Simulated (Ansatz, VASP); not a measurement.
# One calculation of AlSe4, two programs

```
Al Se
1.0
    -3.14097    3.14097    3.32634
     3.14097   -3.14097    3.32634
     3.14097    3.14097   -3.32634
Al Se
1 4
Cartesian
  0.0000 0.0000 0.0000
  1.3833 1.7577 1.6632
  -1.3833 4.5242 1.6632
  1.7577 -1.3833 1.6632
  4.5242 1.3833 1.6632
```

Alike in both runs: task relaxation of cell and atoms; functional PBE; k mesh 4 × 4 × 4; occupations gaussian, width 0.1 eV; no spin polarisation.

|  | VASP | Ansatz |
| --- | --- | --- |
| version | VASP 6.6.1 | Ansatz 0.2.0 |
| potentials or method | VASP PAW PBE potentials, release 64 (Al, Se) | scalar-relativistic, plane waves, PAW |
| plane-wave cutoff (eV) | 600 | 420 |
| valence electrons in the cell | 27 | 67 |

VASP gave:

| Property | Result |
| --- | --- |
| gap on the k mesh at the Fermi level, each at its own relaxed structure (eV) | none |
| relaxed volume (Å³/atom) | 24.30 |
| relaxed cell length with the largest relative difference (Å) | 5.536 |
| energy change over the relaxation (meV/atom) | -264 |

What did Ansatz give for the same quantities?

gap on the k mesh at the Fermi level, each at its own relaxed structure (eV): none; relaxed volume (Å³/atom): 24.26; relaxed cell length with the largest relative difference (Å): 5.534; energy change over the relaxation (meV/atom): -263.

A gap of «none» marks a metal or a gap that the smearing closes. The two sets of potentials don't hold the same shells in valence.
